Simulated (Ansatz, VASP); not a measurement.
# NiO: VASP beside Ansatz

Aim: how closely do two programs agree when they are given the same cell, functional and k mesh? Of the first pair: The cell is taken from a series of runs on this material, whose earlier steps may have relaxed, scaled, displaced or heated it; both programs get it as it stands.

Program: Ansatz 0.2.0. Level of theory: plane waves, with VASP 6.6.1 beside it; relaxation of cell and atoms at PBE with D3(BJ) and relaxation of cell and atoms at BLYP. Results are calculated unless marked as measured.

## (1) Starting point

Symmetry: Fm-3m, No. 225, cubic system. Conventional cell: a = 4.172 Å, b = 4.172 Å, c = 4.172 Å, α = 90.00°, β = 90.00°, γ = 90.00°. Nearest to Ni lie 6 O at 2.09 Å. Nearest to O lie 6 Ni at 2.09 Å. Farther neighbours and most contacts between anions are not listed.

## (2) Ansatz: relaxation of cell and atoms, PBE with D3(BJ)

Ansatz runs on its default PAW (the set named soft_2) files.

The relaxed volume is the usual yardstick between codes: in a stiff, nearly cubic crystal its relative difference is about their pressure difference at one cell divided by the bulk modulus.

File input.yaml:

```yaml
crystal:
  lattice:
    - [2.0859016414, 4.1718032828, 2.0859016414]
    - [4.1718032828, 2.0859016414, 2.0859016414]
    - [4.1718032828, 4.1718032828, 0.0]
  atoms:
    - { symbol: Ni, position: [0.0, 0.0, 0.0], spin: 2.0 }
    - { symbol: O, position: [0.5, 0.5, 0.75] }
    - { symbol: Ni, position: [0.0, 0.0, 0.5], spin: -2.0 }
    - { symbol: O, position: [0.5, 0.5, 0.25] }
kpoints:
  mp_grid: { grid: [9, 9, 9] }
hamiltonian:
  xc: pbe
  dispersion: d3bj
scf:
  occupations: { method: gaussian, width: 0.02 }
output:
  forces: true
  stress: true
  eigenvalues: true
  populations: true
magnetization:
  spin_polarized: true
relax:
  adjacent_minimum: "off"
  f_tol: 0.005
  max_steps: 60
  cell: { stress_tol: 0.03 }
```

On the command line:

```bash
> ansatz run input.yaml --threads 4 --pin off --max-ram 8192MiB --backend cpu --events-out ev --progress --plain --runs-dir out
```

Numbers of over 12 decimals in the logs are rounded to 6 here.

The program printed:

```text
basis.fft_grid_basis auto: the FFT boxes are laid along the combinations [[1, 0, -1], [0, 1, -1], [1, 1, -1]] of the cell's own vectors, 2.950, 2.950 and 5.109 Å long. The dense box has 20×20×36 points. Along the cell's own vectors, as sized, it would have 36×36×40, 3.60 times as many. basis.fft_grid_basis: typed keeps the cell's own vectors: state it where this run's energies or levels are differenced outside the engine with another run's, or held beside a run that keeps those vectors.
Engine: ansatz 0.2.0, aarch64-unknown-linux-gnu
Pseudopotentials: kind: paw
Pseudopotential: Ni, paw, valence charge 18, recommended cutoff 420 eV (normal), Ni.paw.azcp
Pseudopotential: O, paw, valence charge 6, recommended cutoff 420 eV (normal), O.paw.azcp
Functional definition: PBE
  parameter kappa = 0.804
  parameter beta = 0.066725
  exchange = pbe_x(kappa = kappa, mu = beta*pi^2/3)
  correlation = pbe_c(beta = beta)
Crystal: 4 atoms, lattice volume = 36.303 Å³
Basis set: ecut = 420 eV, 683 PW (Γ), FFT grids on a1−a3, a2−a3, a1+a2−a3, exchange–correlation on 40×40×72 points (8 copies of the dense FFT grid, shifted against one another)
Bands: 32, of which v1, the nominal top of the filled ones, is band 24 counted from 1 (23 counted from 0)
Symmetry: 12 space group operations
Space group: R-3m (ITA 166), of the structure as read, at distance tolerance 3.3e-5 Å
Magnetic group: BNS 166.102 (UNI 1332), of the structure as read, at distance tolerance 3.3e-5 Å
k-points: 85 of 729
Non-local potential: Ni, projectors of the file, l = 0: 3, l = 1: 2, l = 2: 3, l = 3: 1
Non-local potential: O, projectors of the file, l = 0: 2, l = 1: 2, l = 2: 1
PAW form: soft (Blöchl's): semilocal exchange-correlation on the pseudo side does not see the compensation charge
PAW one-centre angular grid: Ni, 590 points (default); XC on 64 Gauss nodes
PAW one-centre angular grid: O, 110 points (default); XC on 64 Gauss nodes
Initial density: superposition of atomic densities (chi_scale 0.1, normalization cell, long waves kept (reshape's long-wave potential 0.00 eV rms))
Starting moments: Σ|m| = 4 μB on 2 of 4 sites
Starting magnetic order: antiferromagnet; a translation exchanges its spin sublattices: spin-degenerate at every k-point
Initial wavefunctions: pseudopotential atomic-orbital guess
Functional: x = pbe(κ = 0.804, μ = 0.219515), c = pbe(β = 0.066725)
SCF iter   1: F=—  HF=-12810.585834 eV  |F-HF|=—  |Δ(HF+E_count)|=         —  Δρ=1.27e-1 (↑1.27e-1 ↓1.27e-1)  dr2=1.14e1  dr2_m=1.27e0  M=0.000 μB ∫|m|=2.827 μB  β_m=0.30  ethr=3.10e-3  ⟨swp⟩=5.0  Hψ=10019  notcnv=0
Mixer restart at iter 1: flushing history
preconditioner: auto → none  [insulator: Δε(μ)=0.382 eV  Ē_g=12.918 eV  σ=0.020 eV  W_gap=1.00  n_scr=16 (ndim 8)  ℏωp=34.9 eV  f_vac=0.000  D(μ)=0.00/eV (n_scr^D=0)  ε∞_Penn≈8.3]
SCF iter   2: F=—  HF=-12812.262847 eV  |F-HF|=—  |Δ(HF+E_count)|=    1.68e0  Δρ=5.73e-2 (↑5.73e-2 ↓5.73e-2)  dr2=1.13e0  dr2_m=4.09e-1  M=0.000 μB ∫|m|=3.304 μB  β_m=0.29  ethr=3.10e-3  ⟨swp⟩=3.4  Hψ=6256  notcnv=0  defer=299
SCF iter   3: F=—  HF=-12811.991315 eV  |F-HF|=—  |Δ(HF+E_count)|=   2.72e-1  Δρ=3.94e-2 (↑3.94e-2 ↓3.94e-2)  dr2=2.90e-1  dr2_m=2.74e-1  M=0.000 μB ∫|m|=3.140 μB  β_m=0.47  ethr=2.36e-3  ⟨swp⟩=2.4  Hψ=4390  notcnv=0  defer=297
SCF iter   4: F=—  HF=-12812.802985 eV  |F-HF|=—  |Δ(HF+E_count)|=         —  Δρ=2.24e-2 (↑2.24e-2 ↓2.24e-2)  dr2=1.74e-1  dr2_m=9.60e-2  M=0.000 μB ∫|m|=3.000 μB  β_m=0.47  ethr=6.05e-4  ⟨swp⟩=2.5  Hψ=4044  notcnv=0  defer=297
Mixer restart at iter 4: flushing history
SCF iter   5: F=—  HF=-12812.938437 eV  |F-HF|=—  |Δ(HF+E_count)|=   1.35e-1  Δρ=1.24e-2 (↑1.24e-2 ↓1.24e-2)  dr2=7.75e-2  dr2_m=1.47e-2  M=0.000 μB ∫|m|=3.076 μB  β_m=0.45  ethr=3.62e-4  ⟨swp⟩=3.5  Hψ=5503  notcnv=0  defer=299
SCF iter   6: F=—  HF=-12812.920128 eV  |F-HF|=—  |Δ(HF+E_count)|=   1.83e-2  Δρ=1.14e-2 (↑1.14e-2 ↓1.14e-2)  dr2=7.00e-2  dr2_m=2.30e-2  M=0.000 μB ∫|m|=2.984 μB  β_m=0.43  ethr=1.62e-4  ⟨swp⟩=3.7  Hψ=5263  notcnv=0  defer=299
SCF iter   7: F=—  HF=-12812.938039 eV  |F-HF|=—  |Δ(HF+E_count)|=   1.79e-2  Δρ=3.27e-3 (↑3.27e-3 ↓3.27e-3)  dr2=4.01e-3  dr2_m=2.16e-3  M=0.000 μB ∫|m|=3.015 μB  β_m=0.43  ethr=1.46e-4  ⟨swp⟩=2.0  Hψ=3809  notcnv=0  defer=299
SCF iter   8: F=—  HF=-12812.940837 eV  |F-HF|=—  |Δ(HF+E_count)|=   2.80e-3  Δρ=7.89e-4 (↑7.89e-4 ↓7.89e-4)  dr2=1.02e-4  dr2_m=1.67e-4  M=0.000 μB ∫|m|=3.015 μB  β_m=0.71  ethr=8.35e-6  ⟨swp⟩=2.1  Hψ=4252  notcnv=0  defer=299
[...]
basis re-selected at this cell: Δ(F+E_penalty+E_count) = +1.393e-4 eV, ΔP = -0.009 GPa vs the last step (what re-selecting the basis moved, of the pressure what is left beyond the Pulay correction that the steps carried, after the strain that the cell walked since its last selection, with what the two solves' SCF thresholds leave and, on support functions, any second-order correction that the steps lacked; it is no m [...]
Crystal: 4 atoms, lattice volume = 36.251 Å³
[...]
SCF iter   4: F=—  HF=-12812.941563 eV  |F-HF|=—  |Δ(HF+E_count)|=   1.85e-8  Δρ=2.15e-6 (↑2.15e-6 ↓2.15e-6)  dr2=1.44e-9  dr2_m=9.75e-10  M=0.000 μB ∫|m|=3.013 μB  β_m=0.69  ethr=9.03e-11  ⟨swp⟩=2.1  Hψ=3854  notcnv=0
SCF iter   5: F=-12812.941563 eV  HF=-12812.941563 eV  |F-HF|=1.02e-9  |Δ(HF+E_count)|=   1.81e-9  Δρ=1.50e-6 (↑1.50e-6 ↓1.50e-6)  dr2=1.24e-9  dr2_m=3.98e-10  M=0.000 μB ∫|m|=3.013 μB  ethr=3.00e-12  ⟨swp⟩=2.1  Hψ=9096  notcnv=0
SCF 5 converged in 5 iterations: F = -12812.941563 eV  dr2 = 1.24e-9
relax step   5: F+E_penalty+E_count = -12812.94156348 eV  Δ(F+E_penalty+E_count) = -9.187e-6 eV  max|allowed force component| = 5.266e-29 eV/Å  Δτ_max = 0.0000 Å  P = -0.000 GPa  Ω = 36.251 Å³  energy of the carried Pulay correction = +7.563e-6 eV  (5 SCF iters, dr2 threshold 4.61e-9 eV, accepted)
iter 1 solved again at ethr=1.23e-8 eV; its pass at ethr=3.10e-3 eV (dr2=5.88e-6 eV) is discarded
SCF iter   1: F=—  HF=-12812.941523 eV  |F-HF|=—  |Δ(HF+E_count)|=         —  Δρ=2.23e-6 (↑2.23e-6 ↓2.23e-6)  dr2=1.71e-9  dr2_m=1.39e-11  M=0.000 μB ∫|m|=3.013 μB  β_m=0.65  ethr=1.23e-8  ⟨swp⟩=3.4  Hψ=18331  notcnv=0
SCF iter   2: F=—  HF=-12812.941525 eV  |F-HF|=—  |Δ(HF+E_count)|=   1.89e-6  Δρ=1.11e-6 (↑1.11e-6 ↓1.11e-6)  dr2=5.84e-10  dr2_m=6.12e-11  M=0.000 μB ∫|m|=3.013 μB  β_m=0.41  ethr=3.55e-12  ⟨swp⟩=3.1  Hψ=5931  notcnv=0
SCF iter   3: F=—  HF=-12812.941525 eV  |F-HF|=—  |Δ(HF+E_count)|=  1.64e-11  Δρ=6.73e-7 (↑6.73e-7 ↓6.73e-7)  dr2=8.03e-11  dr2_m=3.75e-11  M=0.000 μB ∫|m|=3.013 μB  β_m=0.50  ethr=1.22e-12  ⟨swp⟩=2.0  Hψ=4529  notcnv=0
SCF iter   4: F=—  HF=-12812.941525 eV  |F-HF|=—  |Δ(HF+E_count)|=  4.00e-10  Δρ=5.33e-7 (↑5.33e-7 ↓5.33e-7)  dr2=1.09e-10  dr2_m=5.26e-11  M=0.000 μB ∫|m|=3.013 μB  β_m=0.57  ethr=1.00e-12  ⟨swp⟩=1.0  Hψ=2720  notcnv=0
SCF iter   5: F=—  HF=-12812.941525 eV  |F-HF|=—  |Δ(HF+E_count)|=  2.16e-10  Δρ=2.90e-7 (↑2.90e-7 ↓2.90e-7)  dr2=1.56e-11  dr2_m=2.13e-11  M=0.000 μB ∫|m|=3.013 μB  β_m=0.75  ethr=1.00e-12  ⟨swp⟩=2.6  Hψ=3882  notcnv=0
SCF iter   6: F=—  HF=-12812.941525 eV  |F-HF|=—  |Δ(HF+E_count)|=  4.73e-11  Δρ=8.51e-8 (↑8.51e-8 ↓8.51e-8)  dr2=3.74e-13  dr2_m=2.26e-12  M=0.000 μB ∫|m|=3.013 μB  β_m=0.87  ethr=1.00e-12  ⟨swp⟩=1.0  Hψ=2720  notcnv=0
SCF iter   7: F=-12812.941525 eV  HF=-12812.941525 eV  |F-HF|=9.09e-12  |Δ(HF+E_count)|=  5.46e-12  Δρ=6.49e-8 (↑6.49e-8 ↓6.49e-8)  dr2=2.23e-12  dr2_m=7.15e-13  M=0.000 μB ∫|m|=3.013 μB  ethr=1.00e-12  ⟨swp⟩=3.8  Hψ=10359  notcnv=0
SCF 6 converged in 7 iterations: F = -12812.941525 eV  dr2 = 2.23e-12
relax step   6: F+E_penalty+E_count = -12812.94152515 eV  Δ(F+E_penalty+E_count) = +3.834e-5 eV  max|allowed force component| = 7.574e-29 eV/Å  Δτ_max = 0.0000 Å  P = -0.000 GPa  Ω = 36.251 Å³  stress off target by 2.27e-3 GPa  SCF on the basis re-selected at this cell (its energy is not comparable with the rows above)  (7 SCF iters)
basis re-selected at this cell: Δ(F+E_penalty+E_count) = +3.834e-5 eV, ΔP = -0.000 GPa vs the last step (what re-selecting the basis moved, of the pressure what is left beyond the Pulay correction that the steps carried, after the strain that the cell walked since its last selection, with what the two solves' SCF thresholds leave and, on support functions, any second-order correction that the steps lacked; it is no m [...]
SCF converged after 7 iterations
Magnetization: 0.0000 μB (24.0000 up, 24.0000 down)
Absolute magnetization: 3.0115 μB (∫|ρ↑−ρ↓|, with the PAW one-centre terms)
Spin contamination: 1.5103 ħ² per cell (⟨S²⟩ above its minimum at these occupations)
Per-site moments (μB) at R_I (Å): [(1.362421, 0.860031), (-1.1060426911874871e-16, 0.860031), (-1.362421, 0.860031), (1.4082945747505744e-16, 0.860031)]
Free energy (F): -12812.941525 eV
Harris-Foulkes:  -12812.941525 eV  (|F-HF|=9.09e-12)
Internal energy: -12812.941525 eV  (E = F + TS)
E sigma→0 (E₀):  -12812.941525 eV
Fermi energy:    14.472890 eV
--- Per-component energies (eV) ---
  E_band       = -648.704992
  E_kinetic    = 904.792297
  E_local      = -7982.869328  (includes V_loc(G=0)·N_el)
  E_nonlocal   = 1385.552535
  E_hartree    = 3290.454326
  E_xc         = -312.313202
  E_vxc        = -400.651714  (∫ρ·V_xc dr)
  E_paw        = -3584.772334  (= ΣΔE_a)
  E_vpaw       = -1136.443637  (= ΣTr[D̂ρ^β])
  E_aug_tail   = 0.006079  (compensation charges beyond the density's cutoff)
  E_ewald      = -6512.725343
  E_disp       = -1.066556  (pairwise vdW)
  E_smearing   = -0.000000  (= −TS)
  E_closure    = 0.000000  (closes the sum)
  Σ components = -12812.941525   (vs F -12812.941525, Δ=0.00e0)
--- Forces (eV/Å), atoms counted from 1 ---
  atom   1  Ni    -0.00000000    -0.00000000    -0.00000000
  atom   2  O      0.00000000     0.00000000     0.00000000
  atom   3  Ni     0.00000000     0.00000000     0.00000000
  atom   4  O     -0.00000000    -0.00000000    -0.00000000
  max |Σ_I F_I| component: 2.27e-28 eV/Å
--- Stress (GPa, compression-positive) ---
       -0.000259      -0.001004      -0.001004
       -0.001004      -0.000259      -0.001004
       -0.001004      -0.001004      -0.000259
  P = ⅓ Tr σ = -0.0003 GPa (-0.003 kbar)
--- Band table (eV; the first three rows and the last of 170) ---
  k-point 0 ↑: bands = [... 20 lower, 12.4839, 13.4304, 13.4304, 13.7181, 16.1085, 16.1085, 16.1936, 20.1263, ... 4 higher]
  k-point 1 ↑: bands = [... 20 lower, 13.0064, 13.4825, 13.5222, 13.7001, 15.6995, 16.0279, 17.0119, 20.8784, ... 4 higher]
  k-point 2 ↑: bands = [... 20 lower, 13.2076, 13.5228, 13.6838, 13.7754, 15.3000, 15.8443, 18.7126, 22.4343, ... 4 higher]
  k-point 84 ↓: bands = [... 20 lower, 13.2178, 13.3728, 13.8828, 13.8828, 15.5931, 15.5931, 18.5647, 19.2593, ... 4 higher]
--- Relaxed structure (4 steps of the walk, 4 accepted, 2 SCFs on fresh bases) ---
  F+E_penalty+E_count = -12812.94152515 eV   max|allowed force component| = 7.574e-29 eV/Å   (the final SCF, on the basis selected at the relaxed cell)
  cell:  # Å, volume = 36.2507 Å³
    - [2.070035, 4.159906, 2.070035]
    - [4.159906, 2.070035, 2.070035]
    - [4.159906, 4.159906, -0.019836]
  atoms:
    - { symbol: Ni, position: [0, 0, 0] }
    - { symbol: O, position: [0.500000, 0.500000, 0.750000] }
    - { symbol: Ni, position: [0, 0, 0.5] }
    - { symbol: O, position: [0.500000, 0.500000, 0.250000] }
--- Löwdin populations: 4 sites ---
  site symbol       q [e]    m [muB]
     0     Ni     16.9640     1.3347
     1      O      6.9273     0.0000
     2     Ni     16.9640    -1.3347
     3      O      6.9273     0.0000
  spilling = 0.004528 (of n_electrons = 48.000000)
```

(Continued in part 2 of 2.)

[Lines on the potential files, build, host, timing and source positions are cut from VASP's logs without a mark.]

[Logs are printed without paths, hosts, clocks, repeated set-up lines and the standing remarks that a program may print on its own settings, such as how far it seeks lower states.]

[Hosts, paths, dates, database ids (printed as entryN), source tags and the programs' standing remarks are cut or masked in the printed files.]
